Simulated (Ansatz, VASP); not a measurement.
# Cross-check of K4Mg2Al8Si17O50 between VASP and Ansatz, part 2 of 4

Wanted: the spread between two codes on one cell, functional and k mesh. Of the first pair: The structure shown is frame 67 of Ansatz's trajectory.

VASP 6.6.1 and Ansatz 0.2.0.

So far: The starting structure; Ansatz: dynamics, PBE.

**3. VASP: single point, PBE, pair 1**

Level of this step: PBE; plane waves and PAW (Si, Al, K_sv, Mg, O) (VASP).

The same cell, functional and mesh now go to VASP, with its own data sets.

Lines of VASP's logs that name or quote its potential files are left out, and so is its time.

INCAR reads:

```
SYSTEM = K4Mg2Al8Si17O50
PREC = Accurate
ENCUT = 520
EDIFF = 1E-06
NELM = 120
ISMEAR = 0
SIGMA = 0.01
LREAL = Auto
ALGO = Normal
GGA = PE
NBANDS = 272
LORBIT = 11
LWAVE = .FALSE.
LCHARG = .FALSE.
ISIF = 2
LASPH = .TRUE.
GGA_COMPAT = .FALSE.
EFERMI = MIDGAP
NCORE = 2
```

POSCAR reads:

```
K4Mg2Al8Si17O50
1.0
   10.4587000000      0.0000000000      0.0000000000
    0.0000000000     10.4587000000      0.0000000000
    0.0000000000      0.0000000000     10.4587000000
Si Al K Mg O
17 8 4 2 50
Direct
    0.5534531060      0.1980074005      0.8889823783
    0.1315364242      0.6996854294      0.4183120273
    0.5432510733      0.9233365523      0.9751785595
    0.4089418379      0.6838039144      0.4850507233
    0.8974633559      0.8604224234      0.5282778930
    0.8619713731      0.1822788683      0.8997580961
    0.3937200608      0.7764731754      0.7926989014
    0.7090078117      0.5354872020      0.1476474132
    0.6695095949      0.7644831576      0.3568703567
    0.0546626254      0.3057263331      0.0815780164
    0.4183789572      0.3912149694      0.4143249161
    0.2160402344      0.0041114096      0.8051669902
    0.0418312027      0.8435178368      0.1286297532
    0.2520485338      0.0855173205      0.0961496171
    0.7617390307      0.9644984558      0.1768097373
    0.4277013396      0.4934456481      0.1519022441
    0.5913832503      0.2720510197      0.6274393567
    0.8458986298      0.1612246264      0.5894231597
    0.8179888514      0.2646791666      0.2668878541
    0.3243902206      0.7570634974      0.0907378546
    0.1848222054      0.5856750839      0.9612666966
    0.1247860633      0.4098501726      0.4357520533
    0.1160660503      0.2762006750      0.7138650119
    0.3129547649      0.3100480939      0.9338349891
    0.9161846119      0.8685305057      0.8764186754
    0.4661669232      0.0413531318      0.4244600189
    0.7058525438      0.6232992628      0.7293927544
    0.0944476847      0.0636886037      0.4053849905
    0.8285446566      0.4823544035      0.4606021781
    0.1138382399      0.7506477861      0.7068373698
    0.9335385851      0.5844990295      0.9670704772
    0.6836222475      0.6546893973      0.2471244036
    0.9220648838      0.7867708224      0.7089695660
    0.2672033809      0.0187212560      0.9486647480
    0.4822587893      0.2662472391      0.7640433323
    0.4142866704      0.5292914033      0.4847830036
    0.3106887089      0.4584126134      0.0365437387
    0.6748353046      0.8989644985      0.2880377102
    0.0698557182      0.4529530439      0.0157476551
    0.3295533862      0.7015020987      0.9007237993
    0.1988774896      0.1020298890      0.6959469150
    0.2791551531      0.3415147198      0.4401503055
    0.9972749959      0.3270578561      0.2557488024
    0.3218946905      0.0760610783      0.2203811181
    0.0802011722      0.6090527503      0.8133898094
    0.7540612122      0.4075458709      0.2140801438
    0.4251484410      0.6967883198      0.6545268532
    0.2006654747      0.2314341171      0.0615086005
    0.1128629753      0.9851606796      0.1285723847
    0.0840831078      0.5608440820      0.4552860298
    0.9374970121      0.2212034000      0.7688240412
    0.4457341735      0.3899528622      0.2598793349
    0.5582242535      0.0530371844      0.8888007114
    0.7786053716      0.5914023731      0.0187212560
    0.2228384025      0.3572623749      0.8107030510
    0.8232285083      0.2483482651      0.4561848031
    0.0565940318      0.8140399858      0.5315765822
    0.0728293191      0.7727250997      0.2824825265
    0.8807882433      0.0179467811      0.9206497940
    0.5099295324      0.2812491036      0.4852515131
    0.6802470670      0.9254305028      0.0357501410
    0.5067647031      0.7748859801      0.4127568436
    0.9435493895      0.7777065983      0.0128218612
    0.1644850698      0.7362482909      0.0769598516
    0.7060150879      0.2501840573      0.8959048448
    0.5501831012      0.5117940088      0.0719305459
    0.4428753096      0.8859322860      0.0686031725
    0.2655779399      0.7395278572      0.4792851884
    0.5368544848      0.8048610248      0.8782449062
    0.8995381835      0.8803771023      0.1778041248
    0.8024228633      0.1098989358      0.1991738935
    0.8861330758      0.0099534359      0.5305439491
    0.4660521862      0.2512262518      0.0022373718
    0.6849512846      0.3816248673      0.6232992628
    0.7804124796      0.7672081616      0.4724200905
    0.2982014973      0.8714180539      0.7301098607
    0.0970388289      0.9266065572      0.8062761146
    0.6651495884      0.1265549256      0.6608660732
    0.3536099133      0.6403568321      0.2018128448
    0.9252966430      0.2512358132      0.0253473185
    0.0615086005      0.3108990601      0.5537017029
```

KPOINTS reads:

```
Automatic mesh
0
Gamma
1 1 1
0 0 0
```

PAW data sets: Si, Al, K_sv, Mg and O (PBE family, release 64).

Started as:

```sh
$ mpirun -np 8 vasp_gam
```

Numbers of over 12 decimals in the logs are rounded to 6 here.

Log:

```text
[banner, memory and clock lines left out]
running    8 mpi-ranks, on    1 nodes
[...]
LDA part: xc-table for (Slater+PW92), standard interpolation
 POSCAR, INCAR and KPOINTS ok, starting setup
[...]
entering main loop
       N       E                     dE             d eps       ncg     rms          rms(c)
DAV:   1     0.409257749712E+04    0.40926E+04   -0.25044E+05   552   0.156E+03
DAV:   2    -0.264946653508E+03   -0.43575E+04   -0.41939E+04   672   0.386E+02
DAV:   3    -0.654554994394E+03   -0.38961E+03   -0.38609E+03   664   0.124E+02
DAV:   4    -0.664595181863E+03   -0.10040E+02   -0.99872E+01   640   0.223E+01
[...]
DAV:  17    -0.571747798082E+03   -0.43614E-06   -0.18243E-04   672   0.365E-02    0.156E-02
DAV:  18    -0.571747800996E+03   -0.29131E-05   -0.31909E-05   640   0.121E-02    0.135E-02
DAV:  19    -0.571747800744E+03    0.25175E-06   -0.51280E-06   608   0.687E-03
   1 F= -.57174780E+03 E0= -.57174780E+03  d E =0.000000E+00
```

Parts of OUTCAR (step 3):

```text
  Total       16.4707063      6.4412583    -29.7180716      9.3004978     -4.6785626    -20.7018373
  in kB       23.0669242      9.0208649    -41.6196180     13.0251778     -6.5522417    -28.9925461
  external PRESSURE =      -3.1772763 kB  Pullay stress =       0.0000000 kB

 POSITION                                       TOTAL-FORCE (eV/Angst)
 -----------------------------------------------------------------------------------
      5.78840      2.07090      9.29760         2.054854      4.014350     -1.158510
      1.37570      7.31780      4.37500        -3.483435      5.403229     -2.642734
      5.68170      9.65690     10.19910         3.382552      1.492869     -3.402362
      4.27700      7.15170      5.07300         0.082330     -0.900448      5.311797
      9.38630      8.99890      5.52510         1.984443     -2.587893      5.264447
      9.01510      1.90640      9.41030        -3.270159     -2.791134     -0.040659
      4.11780      8.12090      8.29060         5.681323     -1.250632     -2.185628
      7.41530      5.60050      1.54420        -2.606268      0.907750     -4.927787
      7.00220      7.99550      3.73240        -1.877985      0.208008     -0.623363
      0.57170      3.19750      0.85320         0.123720      3.850987      3.070674
      4.37570      4.09160      4.33330         0.912375     -2.038372      0.820103
      2.25950      0.04300      8.42100         2.773939     -1.493745     -0.927605
      0.43750      8.82210      1.34530         0.424605     -1.049738      0.377657
      2.63610      0.89440      1.00560        -3.502830     -4.492535     -1.889528
[...]
-----------------------------------------------------------------------------------
    total drift:                                0.011693     -0.026806      0.002600

  FREE ENERGIE OF THE ION-ELECTRON SYSTEM (eV)
  ---------------------------------------------------
  free  energy   TOTEN  =      -571.7478007438 eV

  energy  without entropy=     -571.7478007438  energy(sigma->0) =     -571.74780074

[... 3 further parts left out ...]
[key lines of the parts left out:]
E-fermi :   3.3799
```

The run ends at a pressure of -0.32 GPa, with forces up to 8.6 eV/Å.

**4. Side by side**

Known differences besides the potentials themselves: fixed occupations in Ansatz, narrow Gaussian smearing in VASP; the data sets hold 448 valence electrons in Ansatz (on its default PAW (the set named soft_2) files) and 432 in VASP; the cutoff is 420 eV in Ansatz and 520 eV in VASP (PREC = Accurate, projectors in real space). Total energies have different zeros and are not compared.

Forces on 9 of the 81 atoms, those with the largest forces and the largest differences (eV/Å; atoms numbered as in POSCAR):

```tsv
atom	Ansatz x, y, z	VASP x, y, z
Si2	-3.447, 5.363, -2.632	-3.483, 5.403, -2.643
Si5	2.007, -2.533, 5.242	1.984, -2.588, 5.264
Si7	5.588, -1.195, -2.161	5.681, -1.251, -2.186
O40	-2.904, -3.379, 4.405	-2.948, -3.413, 4.477
O44	2.101, 0.266, 2.880	2.164, 0.259, 2.986
O67	-5.956, -2.097, 5.128	-6.017, -2.128, 5.149
O70	-4.074, 3.054, 3.658	-4.103, 3.066, 3.672
O74	2.008, 3.769, 0.709	2.071, 3.848, 0.720
O77	-7.112, -4.334, 1.577	-7.186, -4.401, 1.587
```

The forces differ by 32 meV/Å r.m.s., which is 1.5 % of the r.m.s. force of 2.203 eV/Å (both taken over all components).

**5. Ansatz: dynamics, PBE**

One frame of this run of dynamics is then solved in both programs, so the motion causes no difference.

The structure compared here is frame 134 of Ansatz's trajectory.

input.yaml reads:

```yaml
crystal:
  lattice:
    - [10.4587, 0.0, 0.0]
    - [0.0, 10.4587, 0.0]
    - [0.0, 0.0, 10.4587]
  atoms:
    - { symbol: Si, position: [0.53615, 0.21093, 0.90943] }
    - { symbol: Si, position: [0.14998, 0.69054, 0.41949] }
    - { symbol: Si, position: [0.58086, 0.90827, 0.97442] }
    - { symbol: Si, position: [0.44661, 0.6721, 0.51467] }
    - { symbol: Si, position: [0.84232, 0.86239, 0.58412] }
    - { symbol: Si, position: [0.83365, 0.20145, 0.88569] }
    - { symbol: Si, position: [0.43848, 0.72261, 0.7871] }
    - { symbol: Si, position: [0.70525, 0.51544, 0.14474] }
    - { symbol: Si, position: [0.68344, 0.75084, 0.37199] }
    - { symbol: Si, position: [0.05065, 0.34586, 0.10469] }
    - { symbol: Si, position: [0.3958, 0.38065, 0.41902] }
    - { symbol: Si, position: [0.26058, 0.00037, 0.77962] }
    - { symbol: Si, position: [0.0599, 0.83805, 0.12121] }
    - { symbol: Si, position: [0.21966, 0.09116, 0.09168] }
    - { symbol: Si, position: [0.73262, 0.97139, 0.19181] }
    - { symbol: Si, position: [0.43808, 0.48486, 0.13768] }
    - { symbol: Si, position: [0.60078, 0.31295, 0.64032] }
    - { symbol: Al, position: [0.82439, 0.16259, 0.57253] }
    - { symbol: Al, position: [0.84361, 0.25511, 0.24654] }
    - { symbol: Al, position: [0.34841, 0.75351, 0.11538] }
    - { symbol: Al, position: [0.1943, 0.58657, 0.96912] }
    - { symbol: Al, position: [0.10738, 0.38752, 0.4492] }
    - { symbol: Al, position: [0.08021, 0.23849, 0.72396] }
    - { symbol: Al, position: [0.26209, 0.30183, 0.96771] }
    - { symbol: Al, position: [0.92495, 0.91341, 0.83511] }
    - { symbol: K, position: [0.42224, 0.09089, 0.46226] }
    - { symbol: K, position: [0.69393, 0.63138, 0.70105] }
    - { symbol: K, position: [0.11457, 0.07993, 0.43255] }
    - { symbol: K, position: [0.81926, 0.48319, 0.43818] }
    - { symbol: Mg, position: [0.09178, 0.73371, 0.69725] }
    - { symbol: Mg, position: [0.92751, 0.57284, 0.92446] }
    - { symbol: O, position: [0.67903, 0.63217, 0.26301] }
    - { symbol: O, position: [0.84565, 0.8271, 0.71392] }
    - { symbol: O, position: [0.24615, 0.06804, 0.91877] }
    - { symbol: O, position: [0.52491, 0.27535, 0.76133] }
    - { symbol: O, position: [0.44909, 0.5308, 0.45027] }
    - { symbol: O, position: [0.31592, 0.4629, 0.04864] }
    - { symbol: O, position: [0.6639, 0.88815, 0.30983] }
    - { symbol: O, position: [0.07317, 0.48978, 0.06264] }
    - { symbol: O, position: [0.38078, 0.6401, 0.88764] }
    - { symbol: O, position: [0.21516, 0.10865, 0.68625] }
    - { symbol: O, position: [0.25783, 0.34276, 0.41463] }
    - { symbol: O, position: [0.02761, 0.30716, 0.23732] }
    - { symbol: O, position: [0.31645, 0.07564, 0.19674] }
    - { symbol: O, position: [0.08897, 0.61634, 0.84637] }
    - { symbol: O, position: [0.76331, 0.40402, 0.22492] }
    - { symbol: O, position: [0.43561, 0.65307, 0.66268] }
    - { symbol: O, position: [0.16601, 0.24311, 0.07327] }
    - { symbol: O, position: [0.13515, 0.96608, 0.1229] }
    - { symbol: O, position: [0.08833, 0.54549, 0.41765] }
    - { symbol: O, position: [0.89513, 0.22762, 0.73839] }
    - { symbol: O, position: [0.42521, 0.36731, 0.25044] }
    - { symbol: O, position: [0.54771, 0.05029, 0.88022] }
    - { symbol: O, position: [0.80431, 0.58859, 0.04379] }
    - { symbol: O, position: [0.16164, 0.3356, 0.83215] }
    - { symbol: O, position: [0.87328, 0.20846, 0.38777] }
    - { symbol: O, position: [0.06569, 0.77497, 0.52298] }
    - { symbol: O, position: [0.10784, 0.73786, 0.26554] }
    - { symbol: O, position: [0.83557, 0.04216, 0.87818] }
    - { symbol: O, position: [0.48862, 0.31637, 0.53282] }
    - { symbol: O, position: [0.69157, 0.92058, 0.06416] }
    - { symbol: O, position: [0.56854, 0.75338, 0.49553] }
    - { symbol: O, position: [0.96805, 0.85958, 0.98086] }
    - { symbol: O, position: [0.17884, 0.72491, 0.0467] }
    - { symbol: O, position: [0.67662, 0.22456, 0.9263] }
    - { symbol: O, position: [0.56405, 0.49106, 0.07656] }
    - { symbol: O, position: [0.46248, 0.86524, 0.04298] }
    - { symbol: O, position: [0.31376, 0.71689, 0.45393] }
    - { symbol: O, position: [0.55712, 0.80002, 0.8463] }
    - { symbol: O, position: [0.89353, 0.92081, 0.20112] }
    - { symbol: O, position: [0.74527, 0.12232, 0.19224] }
    - { symbol: O, position: [0.86884, 0.00457, 0.58474] }
    - { symbol: O, position: [0.42892, 0.24078, 0.98142] }
    - { symbol: O, position: [0.70787, 0.40547, 0.64779] }
    - { symbol: O, position: [0.80499, 0.76669, 0.47872] }
    - { symbol: O, position: [0.32013, 0.87324, 0.77335] }
    - { symbol: O, position: [0.08302, 0.92421, 0.77368] }
    - { symbol: O, position: [0.66971, 0.16933, 0.5793] }
    - { symbol: O, position: [0.40698, 0.64183, 0.19174] }
    - { symbol: O, position: [0.94153, 0.28232, 0.97264] }
    - { symbol: O, position: [0.05788, 0.31355, 0.57684] }
kpoints:
  mp_grid: { grid: [1, 1, 1] }
hamiltonian:
  xc: pbe
scf:
  occupations: { method: fixed }
output:
  forces: true
  stress: true
md:
  timestep: 1.0
  n_steps: 200
  ensemble: nve
  temperature: 600
  initial_velocities: maxwell_boltzmann
  seed: 343
```

Started as:

```sh
$ ansatz run input.yaml --threads 4 --pin off --max-ram 8192MiB --backend cpu --events-out ev --progress --plain --runs-dir out
```

Log:

```text
[...]
Crystal: 81 atoms, lattice volume = 1144.019 Å³
Basis set: ecut = 420 eV, 22335 PW (Γ), exchange–correlation on 144×144×144 points (8 copies of the dense FFT grid, shifted against one another)
Bands: 305, of which v1, the nominal top of the filled ones, is band 224 counted from 1 (223 counted from 0)
Symmetry: 1 space group operations
k-points: 1
[...]
atom  81  O      0.01978036     1.36260983    -2.14719824
  max |Σ_I F_I| component: 1.05e-4 eV/Å
--- Stress (GPa, compression-positive) ---
       -3.846333      -0.708038      -2.108585
       -0.708039      -1.903721       0.123405
       -2.108585       0.123400      -1.040545
  P = ⅓ Tr σ = -2.2635 GPa (-22.635 kbar)
--- MD trajectory: 200 steps, t = 0.0 → 200.0 fs ---
[...]
conserved energy: peak-to-peak 9.402e-2 eV (1.161e-3 eV/atom) over 200.0 fs
[key lines of the parts left out:]
SCF converged after 9 iterations
Free energy (F): -53553.447715 eV
Fermi energy:    3.598175 eV
```

(Continued in part 3 of 4.)

[Lines on the potential files, build, host, timing and source positions are cut from VASP's logs without a mark.]

[Logs are printed without paths, hosts, clocks, repeated set-up lines and the standing remarks that a program may print on its own settings, such as how far it seeks lower states.]

[Hosts, paths, dates, database ids (printed as entryN), source tags and the programs' standing remarks are cut or masked in the printed files.]
